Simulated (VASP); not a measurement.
The input files of a VASP run:

File POSCAR:
```
HgTe
1
    0.0000000000     3.2581337552     3.2581337552
    3.2581337552     0.0000000000     3.2581337552
    3.2581337552     3.2581337552     0.0000000000
Hg Te
1 1
Direct
  0.0000000000   0.0000000000   0.0000000000
  0.2500000000   0.2500000000   0.2500000000
```

KPOINTS:
```
Automatic mesh
0
Gamma
10 10 10
0 0 0
```

**INCAR**
```
# general
SYSTEM =HgTe
PREC   =Accurate
ENCUT  =500
LREAL  =.FALSE.
LASPH  =.TRUE.

# electronic loop
EDIFF  =1E-6
NELM   =100
ALGO   =Normal
LMAXMIX=6

# smearing
ISMEAR =1
SIGMA  =0.1

# functional
GGA    =PS

# ions
IBRION =2
NSW    =40
ISIF   =3
EDIFFG =-0.02
PSTRESS=50

# output
LWAVE  =.FALSE.
LCHARG =.FALSE.
```

POTCAR, in this order: Hg Te (PBE.64 set). Program: vasp_std.

Task: Translate this PBEsol calculation to Quantum ESPRESSO's pw.x.

Result: One equivalent input (not run):
```
&CONTROL
  calculation = 'vc-relax'
  pseudo_dir = './pseudo'
  outdir = './out'
  tprnfor = .true.
  tstress = .true.
  nstep = 40
  forc_conv_thr = 0.00078
/
&SYSTEM
  ibrav = 0
  nat = 2
  ntyp = 2
  ecutwfc = 82.3
  occupations = 'smearing'
  smearing = 'methfessel-paxton'
  degauss = 0.00735
  input_dft = 'pbesol'
/
&ELECTRONS
  conv_thr = 7.3e-08
  electron_maxstep = 100
/
&IONS
/
&CELL
  press = 50
/
ATOMIC_SPECIES
  Hg 200.592 Hg.upf
  Te 127.600 Te.upf
CELL_PARAMETERS angstrom
     0.0000000    3.2581338    3.2581338
     3.2581338    0.0000000    3.2581338
     3.2581338    3.2581338    0.0000000
ATOMIC_POSITIONS crystal
  Hg   0.0000000  0.0000000  0.0000000
  Te   0.2500000  0.2500000  0.2500000
K_POINTS automatic
  10 10 10 0 0 0
```
The two are equivalent in intent, not identical: the potentials are each code's own (VASP's PAW set, PseudoDojo norm-conserving files in pw.x), so ENCUT and ecutwfc are chosen apart and not converted; conv_thr bounds pw.x's estimated SCF error, while EDIFF bounds the energy change between steps; forc_conv_thr acts on force components and is met together with etot_conv_thr.

The structure was generated: HgTe was put into the zinc blende type (F-43m), which need not be its known phase. This run relaxes it under an external pressure of 5 GPa. Symmetry was kept, so distortions that lower it aren't found.
